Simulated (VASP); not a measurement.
Data:

```
Y
1.0
    3.65000     0.00000     0.00000
   -1.82500     3.16099     0.00000
    0.00000     0.00000    20.59500
Y
4
Direct
  0.66667   0.33333   0.43044
  0.33333   0.66667   0.29133
  0.66667   0.33333   0.70867
  0.33333   0.66667   0.56956
```

Computed with PBE GGA, VASP's PBE PAW potentials (set 64) (plane waves; VASP). Numerical set-up: 300 eV cut-off, 8×8×1 Γ-centred mesh, Gaussian smearing of 0.20 eV, potentials Y_sv.

At this cut-off the stress carries a Pulay error, which pulls relaxed volumes low. The cell holds a wide vacuum, so values per volume refer to the whole cell.

Task: Give the force on each atom (eV/Å).

Result: 
| atom | Fx | Fy | Fz |
|---|---|---|---|
| Y1 | 0.000 | 0.000 | -0.203 |
| Y2 | 0.000 | 0.000 | 0.180 |
| Y3 | 0.000 | 0.000 | -0.180 |
| Y4 | 0.000 | 0.000 | 0.203 |

Task: Give the stress tensor in GPa (positive for a compressed cell).

Result: 
```
-1.05   0.00   0.00
 0.00  -1.05   0.00
 0.00   0.00  -0.77
```
The pressure is its mean diagonal, -0.96 GPa.

The cell is a sheet with vacuum, built from a generated structure.
